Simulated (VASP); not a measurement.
Input:

```cif
data_Au
_chemical_formula_sum 'Au1'
_space_group_name_H-M_alt 'P 1'
_space_group_IT_number 1
_cell_length_a 2.88782
_cell_length_b 2.88782
_cell_length_c 2.88782
_cell_angle_alpha 60.000
_cell_angle_beta 60.000
_cell_angle_gamma 60.000
loop_
_space_group_symop_operation_xyz
  'x, y, z'
loop_
_atom_site_label
_atom_site_type_symbol
_atom_site_fract_x
_atom_site_fract_y
_atom_site_fract_z
_atom_site_occupancy
Au1 Au 0.00000 0.00000 0.00000 1
```

Method: revTPSS meta-GGA, VASP's PBE PAW potentials (set 64) (plane waves; VASP 6.6.1). Run with 520 eV cut-off, 15×15×15 Γ-centred mesh, first-order Methfessel-Paxton smearing of 0.10 eV, potentials Au.

Give the energy at these volumes per atom, relative to the lowest: 16.01, 16.52, 17.03, 17.54, 18.05 Å³.

38.5, 9.0, 0.0, 7.8, 29.5 meV/atom. A third-order Birch-Murnaghan fit gives B0 = 175 GPa and B0′ = 5.6.

Measured: bulk modulus 182 GPa at 0 K (computed value off by -3.7 %), as given by Daniel Mejia-Rodriguez et al., Physical Review B (2018), arXiv:1807.09216 [0 K value with the zero-point phonon effect removed]; a 4.062 Å at 0 K (computed value off by +0.5 %), as given by Daniel Mejia-Rodriguez et al., Physical Review B (2018), arXiv:1807.09216 [static lattice: zero-point anharmonic expansion removed].

The compound is Au in the fcc structure. It was relaxed first.
